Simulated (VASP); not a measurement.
Output of a VASP run:

### OSZICAR
```
       N       E                     dE             d eps       ncg     rms          rms(c)
DAV:   1     0.689363697162E+02    0.68936E+02   -0.63811E+03  4418   0.119E+03
DAV:   2    -0.992705790172E+01   -0.78863E+02   -0.77179E+02  4538   0.329E+02
DAV:   3    -0.111249746759E+02   -0.11979E+01   -0.11586E+01  4602   0.469E+01
DAV:   4    -0.111330000742E+02   -0.80254E-02   -0.80229E-02  4458   0.378E+00
DAV:   5    -0.111330676428E+02   -0.67569E-04   -0.67570E-04  4582   0.369E-01    0.205E+01
RMM:   6    -0.964340988538E+01    0.14897E+01   -0.53764E+00  4400   0.307E+01    0.205E+00
RMM:   7    -0.964492615772E+01   -0.15163E-02   -0.37977E-01  4402   0.479E+00    0.103E+00
RMM:   8    -0.963708764668E+01    0.78385E-02   -0.19979E-02  4400   0.230E+00    0.596E-01
RMM:   9    -0.963604716712E+01    0.10405E-02   -0.25053E-03  4492   0.715E-01    0.917E-02
RMM:  10    -0.963609337747E+01   -0.46210E-04   -0.52058E-04  4500   0.278E-01    0.513E-02
RMM:  11    -0.963607055854E+01    0.22819E-04   -0.11885E-04  4352   0.182E-01    0.666E-03
RMM:  12    -0.963607023149E+01    0.32705E-06   -0.83616E-06  2525   0.466E-02
   1 F= -.96360702E+01 E0= -.96362292E+01  d E =-.963607E+01
```

File OUTCAR:
```
------------------------ aborting loop because EDIFF is reached ----------------------------------------
  FORCE on cell =-STRESS in cart. coord.  units (eV):
  Direction    XX          YY          ZZ          XY          YZ          ZX
  --------------------------------------------------------------------------------------
  Total       -0.0971366     -0.0971366     -0.0971366     -0.0000000      0.0000000     -0.0000000
  in kB      -12.0238220    -12.0238220    -12.0238220     -0.0000000      0.0000000     -0.0000000
  external PRESSURE =     -12.0238220 kB  Pullay stress =       0.0000000 kB
  volume of cell :       12.94
      direct lattice vectors                 reciprocal lattice vectors
    -1.479098340  1.479098340  1.479098340     0.000000000  0.338043784  0.338043784
     1.479098340 -1.479098340  1.479098340     0.338043784  0.000000000  0.338043784
     1.479098340  1.479098340 -1.479098340     0.338043784  0.338043784  0.000000000
 POSITION                                       TOTAL-FORCE (eV/Angst)
 -----------------------------------------------------------------------------------
      0.00000      0.00000      0.00000        -0.000000      0.000000      0.000000
 -----------------------------------------------------------------------------------
    total drift:                               -0.000000     -0.000000      0.000000
  FREE ENERGIE OF THE ION-ELECTRON SYSTEM (eV)
  ---------------------------------------------------
  free  energy   TOTEN  =        -9.6360702315 eV

  energy  without entropy=       -9.6365471065  energy(sigma->0) =       -9.63622919

 reached required accuracy - stopping structural energy minimisation
```
(Selected blocks of OUTCAR.)

**POSCAR**
```
V
1
   -1.4790983402     1.4790983402     1.4790983402
    1.4790983402    -1.4790983402     1.4790983402
    1.4790983402     1.4790983402    -1.4790983402
V
1
Direct
  0.0000000000   0.0000000000   0.0000000000
```

Question: Write an INCAR and KPOINTS that could have produced this output.

Answer: One answer among several that fit: the input of the run itself, PBEsol GGA, plane waves, VASP's PBE PAW potentials (set 64).

**INCAR**
```
SYSTEM = V
PREC = Normal
ENCUT = 400
EDIFF = 1E-5
NELM = 100
ALGO = Fast
LREAL = .FALSE.
LASPH = .TRUE.
ISMEAR = 1
SIGMA = 0.1
GGA = PS
LMAXMIX = 4
LWAVE = .FALSE.
LCHARG = .FALSE.
NELMIN = 4
IBRION = 2
ISIF = 2
NSW = 20
EDIFFG = -0.03
```

**KPOINTS**
```
kpoints
0
Gamma
 19 19 19
0 0 0
```

POTCAR, in this order: V_sv (PBE.64 set). Program: vasp_std.

The compound is V in the bcc structure. It was relaxed first, which changed the volume by -7 %. The run is not spin-polarised, so no magnetic state was tried.
